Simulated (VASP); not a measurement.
Ga3BiO4:

```xyz
8
Lattice="-2.1748 2.0742 6.3630 2.1728 -2.2382 6.4180 2.1886 2.2520 -6.4187" Properties=species:S:1:pos:R:3 pbc="T T T"
Ga    2.1796   -0.1005    3.1805
Ga   -0.0257    2.0623    3.1043
Ga   -0.0013   -0.1581   12.7537
Bi    2.1486    2.1923   -0.0632
O     1.0799    1.1267   -2.1053
O     3.2150    1.1173    2.1163
O     1.0723    1.0419    4.2405
O     1.0662    3.1708    1.9463
```

The cell was built by a generator and needn't be a form met in nature.

```yaml
Program: VASP 6.6.1
Task: relaxation of cell and atoms
Functional: PBE
Potentials_or_basis: VASP PAW PBE potentials, release 64 (Ga_d, Bi_d, O)
Cutoff: 520 eV
k_mesh: 7 × 7 × 7
Occupations: gaussian, width 0.15 eV
Spin: no spin polarisation
```

At the start: pressure -0.3 GPa; volume 15.07 Å³/atom.

How do energy, volume and symmetry change on relaxing?

Over 26 steps the energy falls by 25.6 meV/atom and the volume is 15.11 Å³/atom (+0.3 %); space group Cm (No. 8, to 0.05 Å).

The path:
```csv
step,energy change (eV),largest force (eV/Å),pressure (GPa),volume (Å³)
1,0.0000,1.7822,-0.27,120.56
2,-0.1079,1.1387,0.37,120.10
3,-0.1450,0.7262,-0.20,120.27
4,-0.1808,0.2678,0.58,119.91
5,-0.1825,0.3671,0.81,119.82
6,-0.1973,0.1709,-0.12,120.96
7,-0.1976,0.1750,-0.27,121.11
8,-0.2011,0.1210,-0.14,120.94
9,-0.2012,0.1342,-0.09,120.91
10,-0.2028,0.0587,0.02,120.70
11,-0.2028,0.0599,0.12,120.66
12,-0.2034,0.0391,-0.01,120.80
13,-0.2035,0.0454,-0.10,120.84
14,-0.2040,0.0308,0.02,120.77
15,-0.2041,0.0318,0.04,120.76
16,-0.2042,0.0380,0.08,120.72
17,-0.2043,0.0639,0.18,120.66
18,-0.2043,0.0435,0.11,120.70
19,-0.2043,0.0530,0.13,120.68
20,-0.2046,0.0403,0.12,120.72
21,-0.2046,0.0371,0.10,120.73
22,-0.2048,0.0351,0.14,120.76
23,-0.2049,0.0441,0.07,120.82
24,-0.2048,0.0437,0.05,120.79
25,-0.2049,0.0426,0.07,120.81
26,-0.2051,0.0291,-0.03,120.88
```

Final structure:
```xyz
8
Lattice="-2.1494 2.1437 6.3844 2.2064 -2.1904 6.4199 2.1498 2.1908 -6.4005" Properties=species:S:1:pos:R:3 pbc="T T T"
Ga    2.1706   -0.0235    3.1807
Ga   -0.0096    2.1418    3.1613
Ga    2.1671    2.1506    6.3635
Bi    2.1385    2.1727   -0.0260
O     1.0827    1.1187   -2.1507
O     3.2346    1.0844    2.1007
O     1.0474    1.0332    4.2502
O     1.1234    3.1857    2.0870
```
